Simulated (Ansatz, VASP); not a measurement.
**Ni (Ni(111) film of 5 layers) in two plane-wave programs**

Wanted: the spread between two codes on one cell, functional and k mesh. Of the first pair: The structure shown is the end of the Ansatz relaxation below.

Method: plane waves, with VASP 6.6.1 beside it; single point at PBEsol, in Ansatz 0.2.0.

## Step 1: Set-up

The cell holds 5 atoms: 5 Ni. Its edges and angles: a = 2.423 Å, b = 2.423 Å, c = 40.058 Å, α = 90.0°, β = 90.0°, γ = 120.0°. It derives from Ni. Vacuum lies along c.

## Step 2: Ansatz: relaxation, PBEsol

Ansatz runs on its PAW soft_1 files.

This run makes the geometry at which the two programs are then compared.

Input file input.yaml:

```yaml
crystal:
  lattice:
    - [2.4227199663, 0.0, 0.0]
    - [-1.2113599832, 2.0981370371, 0.0]
    - [0.0, 0.0, 40.0581823999]
  atoms:
    - { symbol: Ni, position: [0.0, 0.0, 0.1389432995], spin: 0.74 }
    - { symbol: Ni, position: [0.3333333333, 0.6666666667, 0.1885589526], spin: 0.78 }
    - { symbol: Ni, position: [0.6666666667, 0.3333333333, 0.2387663251], spin: 0.76 }
    - { symbol: Ni, position: [0.0, 0.0, 0.2889736975], spin: 0.78 }
    - { symbol: Ni, position: [0.3333333333, 0.6666666667, 0.3385893506], spin: 0.74 }
  periodic: [true, true, false]
kpoints:
  mp_grid: { grid: [12, 12, 1] }
hamiltonian:
  xc: pbesol
  pseudopotentials: { kind: paw, azcp: { folder: soft_1 }, xc_functional: pbe }
scf:
  occupations: { method: gaussian, width: 0.15 }
output:
  forces: true
  stress: true
  eigenvalues: true
  populations: true
  write_density: true
  write_potential: true
  elf: true
  volumetric_format: npy
magnetization:
  spin_polarized: true
relax:
  adjacent_minimum: "off"
  f_tol: 0.001
  max_steps: 60
  cell: { stress_2d_tol: 0.002 }
```

Run with:

```sh
> ansatz run input.yaml --threads 8 --pin off --max-ram 20480MiB --backend cpu --events-out ev --progress --plain --runs-dir out
```

Numbers of over 12 decimals in the logs are rounded to 6 here.

Output:

```text
Engine: ansatz 0.2.0, aarch64-unknown-linux-gnu
Pseudopotentials: kind: paw
Pseudopotential: Ni, paw, valence charge 18, recommended cutoff 420 eV (normal), soft_1/Ni.paw.azcp
Functional definition: PBEsol
  exchange = pbesol_x
  correlation = pbesol_c
Crystal: 5 atoms, lattice volume = 203.624 Å³
Basis set: ecut = 420 eV, 3847 PW (Γ), exchange–correlation on 36×36×540 points (8 copies of the dense FFT grid, shifted against one another)
Bands: 57, of which v1, the nominal top of the filled ones, is band 45 counted from 1 (44 counted from 0)
Symmetry: 12 space group operations
Space group: P-3m1 (ITA 164), of the structure as read, at distance tolerance 5.9e-5 Å
Magnetic group: BNS 164.85 (UNI 1315), of the structure as read, at distance tolerance 5.9e-5 Å
k-points: 19 of 144
Non-local potential: Ni, projectors of the file, l = 0: 3, l = 1: 2, l = 2: 3, l = 3: 1
PAW form: soft (Blöchl's): semilocal exchange-correlation on the pseudo side does not see the compensation charge
PAW frozen core: Ni, regenerated for the run's functional, and the local potential with it (the file was generated under x = pbe(κ = 0.804, μ = 0.219515), c = pbe(β = 0.066725))
PAW one-centre angular grid: Ni, 590 points (default); XC on 64 Gauss nodes
Initial density: superposition of atomic densities (neutral atoms: chi_scale 0, normalization atom)
Starting moments: Σ|m| = 3.8 μB on 5 of 5 sites
Initial wavefunctions: pseudopotential atomic-orbital guess
Functional: x = pbesol(κ = 0.804, μ = 0.123457), c = pbesol(β = 0.046)
SCF iter   1: F=—  HF=-29020.027207 eV  |F-HF|=—  |Δ(HF+E_count)|=         —  Δρ=3.74e-2 (↑1.44e-2 ↓3.74e-2)  dr2=5.18e0  dr2_m=2.89e-1  M=3.876 μB ∫|m|=4.071 μB  β_m=0.30  ethr=3.10e-3  ⟨swp⟩=17.9  Hψ=16822  notcnv=0  defer=61
Mixer restart at iter 1: flushing history
preconditioner: auto → LDOS  [metal: Δε(μ)=0.036 eV  Ē_g=8.258 eV  σ=0.150 eV  W_gap=0.13  n_scr=30 (ndim 8)  ℏωp=18.4 eV  f_vac=0.708  D(μ)=8.07/eV (n_scr^D=34)]
spin=Collinear: LDOS preconditioning applied to the charge; magnetization (m = ρ↑ − ρ↓) channel mixes plain (no charge-response kernel on spin).
SCF iter   2: F=—  HF=-29019.574175 eV  |F-HF|=—  |Δ(HF+E_count)|=   4.53e-1  Δρ=1.42e-2 (↑1.42e-2 ↓6.50e-3)  dr2=3.65e-1  dr2_m=1.25e-1  M=3.758 μB ∫|m|=4.016 μB  β_m=0.30  ethr=3.10e-3  ⟨swp⟩=3.1  Hψ=4369  notcnv=0  defer=155
SCF iter   3: F=—  HF=-29021.157315 eV  |F-HF|=—  |Δ(HF+E_count)|=    1.58e0  Δρ=7.23e-3 (↑7.23e-3 ↓5.94e-3)  dr2=8.60e-2  dr2_m=6.42e-2  M=3.727 μB ∫|m|=4.025 μB  β_m=0.47  ethr=4.06e-4  ⟨swp⟩=3.3  Hψ=4790  notcnv=0  defer=149
SCF iter   4: F=—  HF=-29022.984266 eV  |F-HF|=—  |Δ(HF+E_count)|=         —  Δρ=4.81e-3 (↑2.88e-3 ↓4.81e-3)  dr2=7.72e-2  dr2_m=5.30e-3  M=3.490 μB ∫|m|=3.883 μB  β_m=0.47  ethr=9.55e-5  ⟨swp⟩=3.6  Hψ=5470  notcnv=0  defer=153
SCF iter   5: F=—  HF=-29023.270746 eV  |F-HF|=—  |Δ(HF+E_count)|=   2.86e-1  Δρ=4.33e-3 (↑1.43e-3 ↓4.33e-3)  dr2=3.53e-2  dr2_m=7.95e-3  M=3.406 μB ∫|m|=3.820 μB  β_m=0.73  ethr=8.58e-5  ⟨swp⟩=3.0  Hψ=4211  notcnv=0  defer=153
SCF iter   6: F=—  HF=-29023.445889 eV  |F-HF|=—  |Δ(HF+E_count)|=   1.75e-1  Δρ=2.84e-3 (↑1.64e-3 ↓2.84e-3)  dr2=2.03e-2  dr2_m=3.07e-3  M=3.309 μB ∫|m|=3.743 μB  β_m=0.84  ethr=3.92e-5  ⟨swp⟩=3.3  Hψ=4939  notcnv=0  defer=158
SCF iter   7: F=—  HF=-29023.464621 eV  |F-HF|=—  |Δ(HF+E_count)|=   1.87e-2  Δρ=2.55e-3 (↑1.63e-3 ↓2.55e-3)  dr2=2.11e-2  dr2_m=4.85e-4  M=3.262 μB ∫|m|=3.697 μB  β_m=0.65  ethr=2.25e-5  ⟨swp⟩=2.8  Hψ=4717  notcnv=0  defer=159
SCF iter   8: F=—  HF=-29023.457889 eV  |F-HF|=—  |Δ(HF+E_count)|=   6.73e-3  Δρ=5.51e-4 (↑3.90e-4 ↓5.51e-4)  dr2=1.02e-3  dr2_m=7.28e-5  M=3.263 μB ∫|m|=3.699 μB  β_m=0.71  ethr=2.25e-5  ⟨swp⟩=2.9  Hψ=4116  notcnv=0  defer=160
SCF iter   9: F=—  HF=-29023.457957 eV  |F-HF|=—  |Δ(HF+E_count)|=   6.88e-5  Δρ=3.07e-4 (↑9.93e-5 ↓3.07e-4)  dr2=2.60e-4  dr2_m=2.48e-5  M=3.271 μB ∫|m|=3.704 μB  β_m=0.70  ethr=1.14e-6  ⟨swp⟩=3.2  Hψ=4890  notcnv=0  defer=160
SCF iter  10: F=—  HF=-29023.458112 eV  |F-HF|=—  |Δ(HF+E_count)|=   1.55e-4  Δρ=1.49e-4 (↑5.74e-5 ↓1.49e-4)  dr2=5.28e-5  dr2_m=7.94e-6  M=3.268 μB ∫|m|=3.701 μB  β_m=0.75  ethr=2.88e-7  ⟨swp⟩=2.8  Hψ=3566  notcnv=0  defer=159
SCF iter  11: F=—  HF=-29023.458138 eV  |F-HF|=—  |Δ(HF+E_count)|=   2.61e-5  Δρ=7.42e-5 (↑3.77e-5 ↓7.42e-5)  dr2=1.54e-5  dr2_m=1.41e-6  M=3.267 μB ∫|m|=3.699 μB  β_m=0.57  ethr=5.87e-8  ⟨swp⟩=3.4  Hψ=4512  notcnv=0  defer=159
SCF iter  12: F=—  HF=-29023.458137 eV  |F-HF|=—  |Δ(HF+E_count)|=   7.92e-7  Δρ=1.55e-5 (↑1.06e-5 ↓1.55e-5)  dr2=3.77e-7  dr2_m=2.14e-7  M=3.267 μB ∫|m|=3.699 μB  β_m=0.66  ethr=1.72e-8  ⟨swp⟩=3.0  Hψ=4234  notcnv=0  defer=159
SCF iter  13: F=—  HF=-29023.458137 eV  |F-HF|=—  |Δ(HF+E_count)|=   2.40e-8  Δρ=6.07e-6 (↑3.97e-6 ↓6.07e-6)  dr2=1.17e-7  dr2_m=4.81e-9  M=3.266 μB ∫|m|=3.699 μB  β_m=0.81  ethr=4.18e-10  ⟨swp⟩=3.3  Hψ=4703  notcnv=0  defer=159
[...]
SCF iter  24: F=-29023.458152 eV  HF=-29023.458152 eV  |F-HF|=2.33e-10  |Δ(HF+E_count)|=  2.73e-10  Δρ=1.53e-9 (↑2.60e-10 ↓1.53e-9)  dr2=1.87e-14  dr2_m=1.09e-15  M=3.267 μB ∫|m|=3.700 μB  ethr=1.00e-12  ⟨swp⟩=5.5  Hψ=10396  notcnv=0
SCF 4 converged in 24 iterations: F = -29023.458152 eV  dr2 = 1.87e-14
relax step   4: F+E_penalty+E_count = -29023.45815216 eV  Δ(F+E_penalty+E_count) = -1.512e-5 eV  max|allowed force component| = 8.171e-5 eV/Å  Δτ_max = 0.0000 Å  P = -0.001 N/m  Ω = 203.686 Å³  fix = [c, alpha, beta]  reactions: c -0.000 N/m  stress off target by 9.14e-4 N/m on what of the cell is left free  SCF on the basis re-selected at this cell (its energy is not comparable with the rows above)  (24 SCF iters)
basis re-selected at this cell: Δ(F+E_penalty+E_count) = -1.512e-5 eV, ΔP = -0.001 N/m vs the last step (what re-selecting the basis moved, of the pressure what is left beyond the Pulay correction that the steps carried, after the strain that the cell walked since its last selection, with what the two solves' SCF thresholds leave and, on support functions, any second-order correction that the steps lacked; it is no m [...]
WARN: The output density's exchange-correlation potential varies sharply where the density is thin. Do not read a vacuum level from v_tot or v_xc, or from such a field of the output density. On a cell that repeats whose density bears no net charge and no dipole along the vacuum's axis use v_es (v_loc + v_h of the components); under efield.dipole_correction with no amplitude use v_es + v_field, which holds any externa [...]
SCF converged after 24 iterations
Magnetization: 3.2672 μB (46.6336 up, 43.3664 down)
Absolute magnetization: 3.7052 μB (∫|ρ↑−ρ↓|, with the PAW one-centre terms)
Spin contamination: 0.0383 ħ² per cell (⟨S²⟩ above its minimum at these occupations)
Per-site moments (μB) at R_I (Å): [(0.683166, 0.999525), (0.706043, 0.999525), (0.673801, 0.999525), (0.706043, 0.999525), (0.683166, 0.999525)]
Free energy (F): -29023.458152 eV
Harris-Foulkes:  -29023.458152 eV  (|F-HF|=2.33e-10)
Internal energy: -29023.360313 eV  (E = F + TS)
E sigma→0 (E₀):  -29023.409233 eV
Entropy (-TS):   -0.097839 eV (-19.568 meV/atom)
Fermi energy:    -5.277873 eV
--- Per-component energies (eV) ---
  E_band       = -3527.309985
  E_kinetic    = 1700.844778
  E_local      = -983041.921098  (includes V_loc(G=0)·N_el)
  E_nonlocal   = -573.069918
  E_hartree    = 491048.726415
  E_xc         = -560.493392
  E_vxc        = -726.374446  (∫ρ·V_xc dr)
  E_paw        = -8110.093804  (= ΣΔE_a)
  E_vpaw       = -2984.247088  (= ΣTr[D̂ρ^β])
  E_aug_tail   = 0.004884  (compensation charges beyond the density's cutoff)
  E_ewald      = 470511.655376
  E_core_change = 0.986446  (= ΣΔE_core)
  E_smearing   = -0.097839  (= −TS)
  E_closure    = -0.000000  (closes the sum)
  Σ components = -29023.458152   (vs F -29023.458152, Δ=0.00e0)
--- Forces (eV/Å), atoms counted from 1 ---
  atom   1  Ni    -0.00000000     0.00000000    -0.00001582
  atom   2  Ni    -0.00000000    -0.00000000     0.00008171
  atom   3  Ni     0.00000000     0.00000000     0.00000000
  atom   4  Ni    -0.00000000     0.00000000    -0.00008171
  atom   5  Ni     0.00000000    -0.00000000     0.00001582
  max |Σ_I F_I| component: 2.31e-18 eV/Å
--- 2D stress c σ (N/m, compression-positive) ---
       -0.000914      -0.000000       0.000000
       -0.000000      -0.000914       0.000000
        0.000000       0.000000      -0.000000
  P = ½ c Tr σ = -0.0009 N/m
--- Band table (eV; the first three rows and the last of 38) ---
  k-point 0 ↑: bands = [... 41 lower, -6.5741, -6.5741, -6.3116, -6.3116, -5.9947, -5.9947, -5.8872, -5.8872, ... 8 higher]
  k-point 1 ↑: bands = [... 41 lower, -6.5857, -6.5683, -6.5540, -6.4349, -6.3080, -6.0112, -5.9949, -5.8827, ... 8 higher]
  k-point 2 ↑: bands = [... 41 lower, -6.8095, -6.7469, -6.5581, -6.3080, -6.3058, -5.9987, -5.8718, -5.4565, ... 8 higher]
  k-point 18 ↓: bands = [... 41 lower, -5.3381, -5.2350, -5.1925, -5.1925, 0.1092, 0.1092, 0.3425, 0.4499, ... 8 higher]
  ° read free of the cell's end (the report's vacuum.weakly_bound_levels)
--- Relaxed structure (3 steps of the walk, 3 accepted, 1 SCFs on fresh bases) ---
  F+E_penalty+E_count = -29023.45815216 eV   max|allowed force component| = 8.171e-5 eV/Å   (the final SCF, on the basis selected at the relaxed cell)
  cell:  # Å, volume = 203.6863 Å³
    - [2.423092, 2.88719456031238e-11, 0]
    - [-1.211546, 2.098459, 0]
    - [0, 0, 40.0581823999]
  atoms:
    - { symbol: Ni, position: [0, -2.739098531004482e-17, 0.138928] }
    - { symbol: Ni, position: [0.333333, 0.666667, 0.188557] }
    - { symbol: Ni, position: [0.666667, 0.333333, 0.238766] }
    - { symbol: Ni, position: [0, -2.738486572971042e-17, 0.288975] }
    - { symbol: Ni, position: [0.333333, 0.666667, 0.338605] }
--- Löwdin populations: 5 sites ---
  site symbol       q [e]    m [muB]
     0     Ni     17.7946     0.6799
     1     Ni     17.7564     0.6951
     2     Ni     17.7759     0.6688
     3     Ni     17.7564     0.6951
     4     Ni     17.7946     0.6799
  spilling = 0.012468 (of n_electrons = 90.000000)
```

[end of part 1 of 2]

[Lines on the potential files, build, host, timing and source positions are cut from VASP's logs without a mark.]

[Logs are printed without paths, hosts, clocks, repeated set-up lines and the standing remarks that a program may print on its own settings, such as how far it seeks lower states.]

[Hosts, paths, dates, database ids (printed as entryN), source tags and the programs' standing remarks are cut or masked in the printed files.]
